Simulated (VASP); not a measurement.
# Be3CdSe4 (Pmn2_1) in VASP: further runs, part 2 of 2

VASP 6.6.1.

### 4 Equation of state, PBE, 20.58 Å³/atom (volume scaled by 1.03)

INCAR reads:

```
SYSTEM = Be3CdSe4
PREC     = Accurate       ! precision mode
ENCUT    = 520            ! plane-wave cutoff, eV
EDIFF    = 1E-6           ! SCF threshold, eV
ISMEAR   = 0              ! smearing method
SIGMA    = 0.03           ! smearing width, eV
LREAL    = .False.        ! projectors in reciprocal space
LASPH    = .True.         ! aspherical terms in the spheres
NELM     = 100            ! most SCF steps
ALGO     = Normal         ! electronic algorithm
ISIF     = 4              ! what is computed and relaxed
LWAVE    = .False.        ! write WAVECAR
LCHARG   = .False.        ! write CHGCAR
GGA      = PE             ! functional
IBRION   = 2              ! ionic algorithm
NSW      = 30             ! ionic steps
EDIFFG   = -0.02          ! ionic threshold
KPAR     = 8
```

KPOINTS reads:

```
Automatic mesh
0
Gamma
  4 4 4
  0 0 0
```

POSCAR reads:

```
Be3CdSe4
1.0
    7.7539540531      0.0000000000      0.0000000000
    0.0000000000      6.6782371296      0.0000000000
    0.0000000000      0.0000000000      6.3592294014
Be Cd Se
6 2 8
Direct
    0.5000000000      0.6827100000      0.4975210000
    0.7492590000      0.1615130000      0.4971260000
    0.2507410000      0.1615130000      0.4971260000
    0.0000000000      0.3172900000      0.9975210000
    0.2492590000      0.8384870000      0.9971260000
    0.7507410000      0.8384870000      0.9971260000
    0.0000000000      0.6622850000      0.5031560000
    0.5000000000      0.3377150000      0.0031560000
    0.5000000000      0.7125100000      0.8565940000
    0.7765440000      0.1487010000      0.8558870000
    0.2234560000      0.1487010000      0.8558870000
    0.5000000000      0.3449780000      0.4214480000
    0.0000000000      0.2874900000      0.3565940000
    0.2765440000      0.8512990000      0.3558870000
    0.7234560000      0.8512990000      0.3558870000
    0.0000000000      0.6550220000      0.9214480000
```

The run is started by

```
cat potpaw_PBE.64/Be/POTCAR potpaw_PBE.64/Cd/POTCAR potpaw_PBE.64/Se/POTCAR > POTCAR
mpirun -np 8 vasp_std > vasp.out
```

It took 1.8 min on 8 MPI ranks of Intel Xeon 6975P-C (Granite Rapids), shared host; peak memory 0.63 GiB.

Results (log left out):

```yaml
Free_energy: -63.3816 eV
Pressure: -1.8 GPa
Largest_force: 0.013 eV/Å
Band_gap_on_the_k_mesh: 2.39 eV, direct
```

### 5 Equation of state, PBE, 18.78 Å³/atom (volume scaled by 0.94)

INCAR is that of step 4.

KPOINTS is that of step 4.

Edit POSCAR of step 4 so:

```diff
@@ -2,5 +2,5 @@
 1.0
-    7.7539540531      0.0000000000      0.0000000000
-    0.0000000000      6.6782371296      0.0000000000
-    0.0000000000      0.0000000000      6.3592294014
+    7.5211935717      0.0000000000      0.0000000000
+    0.0000000000      6.4777678363      0.0000000000
+    0.0000000000      0.0000000000      6.1683361762
 Be Cd Se
```

The run is started by

```
cat potpaw_PBE.64/Be/POTCAR potpaw_PBE.64/Cd/POTCAR potpaw_PBE.64/Se/POTCAR > POTCAR
mpirun -np 8 vasp_std > vasp.out
```

Wall time 2.1 min (8 MPI ranks of Intel Xeon 6975P-C (Granite Rapids), shared host); peak memory 0.55 GiB.

The run converged. Its results:

- Free energy: -63.1770 eV
- Pressure: 4.6 GPa
- Largest force: 0.014 eV/Å
- Band gap on the k mesh: 2.63 eV, direct

### 6 Equation of state, PBE, 21.18 Å³/atom (volume scaled by 1.06)

INCAR is that of step 5.

KPOINTS is that of step 5.

Edit POSCAR of step 5 so:

```diff
@@ -2,5 +2,5 @@
 1.0
-    7.5211935717      0.0000000000      0.0000000000
-    0.0000000000      6.4777678363      0.0000000000
-    0.0000000000      0.0000000000      6.1683361762
+    7.8285158777      0.0000000000      0.0000000000
+    0.0000000000      6.7424548876      0.0000000000
+    0.0000000000      0.0000000000      6.4203795893
 Be Cd Se
```

Potentials or basis: VASP PAW PBE potentials, release 64 (Be, Cd, Se).

The run is started by

```
cat potpaw_PBE.64/Be/POTCAR potpaw_PBE.64/Cd/POTCAR potpaw_PBE.64/Se/POTCAR > POTCAR
mpirun -np 8 vasp_std > vasp.out
```

Wall time 2.7 min (8 MPI ranks of Intel Xeon 6975P-C (Granite Rapids), shared host); peak memory 0.63 GiB.

Results (log left out):

```
Free energy            : -63.2250 eV
Pressure               : -3.4 GPa
Largest force          : 0.010 eV/Å
Band gap on the k mesh : 2.29 eV, direct
```

### 7 Equation of state, PBE, 18.18 Å³/atom (volume scaled by 0.91)

INCAR is that of step 6.

KPOINTS is that of step 6.

Edit POSCAR of step 6 so:

```diff
@@ -2,5 +2,5 @@
 1.0
-    7.8285158777      0.0000000000      0.0000000000
-    0.0000000000      6.7424548876      0.0000000000
-    0.0000000000      0.0000000000      6.4203795893
+    7.4403142542      0.0000000000      0.0000000000
+    0.0000000000      6.4081090200      0.0000000000
+    0.0000000000      0.0000000000      6.1020048400
 Be Cd Se
```

The run is started by

```
cat potpaw_PBE.64/Be/POTCAR potpaw_PBE.64/Cd/POTCAR potpaw_PBE.64/Se/POTCAR > POTCAR
mpirun -np 8 vasp_std > vasp.out
```

Wall time 2.8 min (8 MPI ranks of Intel Xeon 6975P-C (Granite Rapids), shared host); peak memory 0.59 GiB.

Results (log left out):

- Free energy: -62.8192 eV
- Pressure: 7.5 GPa
- Largest force: 0.018 eV/Å
- Band gap on the k mesh: 2.68 eV, direct

### 8 Equation of state, PBE, 21.78 Å³/atom (volume scaled by 1.09)

INCAR is that of step 7.

KPOINTS is that of step 7.

Edit POSCAR of step 7 so:

```diff
@@ -2,5 +2,5 @@
 1.0
-    7.4403142542      0.0000000000      0.0000000000
-    0.0000000000      6.4081090200      0.0000000000
-    0.0000000000      0.0000000000      6.1020048400
+    7.9016838184      0.0000000000      0.0000000000
+    0.0000000000      6.8054721372      0.0000000000
+    0.0000000000      0.0000000000      6.4803866149
 Be Cd Se
```

The run is started by

```
cat potpaw_PBE.64/Be/POTCAR potpaw_PBE.64/Cd/POTCAR potpaw_PBE.64/Se/POTCAR > POTCAR
mpirun -np 8 vasp_std > vasp.out
```

Wall time 3 min (8 MPI ranks of Intel Xeon 6975P-C (Granite Rapids), shared host); peak memory 0.69 GiB.

The run converged. Its results:

| Item | Value |
| --- | --- |
| Free energy | -62.9819 eV |
| Pressure | -4.7 GPa |
| Largest force | 0.013 eV/Å |
| Band gap on the k mesh | 2.19 eV, direct |
